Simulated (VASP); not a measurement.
AlRu:

```
Ru Al
1.0
     2.97000    0.00000    0.00000
     0.00000    2.97000    0.00000
     0.00000    0.00000    2.97000
Ru Al
1 1
Direct
  0.00000 0.00000 0.00000
  0.50000 0.50000 0.50000
```

The cell was built by a generator and needn't be a form met in nature.

| Property | Result |
| --- | --- |
| Program | VASP 6.6.1 |
| Task | relaxation of cell and atoms |
| Functional | PBE |
| Potentials or basis | VASP PAW PBE potentials, release 64 (Ru_pv, Al) |
| Cutoff | 600 eV |
| k mesh | 14 × 14 × 14 |
| Occupations | methfessel-paxton, width 0.1 eV |
| Spin | no spin polarisation |

At the start: pressure 7.5 GPa; volume 13.10 Å³/atom.

**Question.** Where does the relaxation end?

**Answer.** Over 3 steps the energy falls by 10.0 meV/atom and the volume is 13.55 Å³/atom (+3.5 %); space group Pm-3m (No. 221, to 0.05 Å).

The path:
```tsv
step	energy change (eV)	largest force (eV/Å)	pressure (GPa)	volume (Å³)
1	0.0000	0.0000	7.45	26.20
2	0.0269	0.0000	-9.72	28.58
3	-0.0201	0.0000	0.05	27.11
```

Final structure:
```
Ru Al
1.0
     3.00402    0.00000    0.00000
     0.00000    3.00402    0.00000
     0.00000    0.00000    3.00402
Ru Al
1 1
Direct
  0.00000 0.00000 0.00000
  0.50000 0.50000 0.50000
```
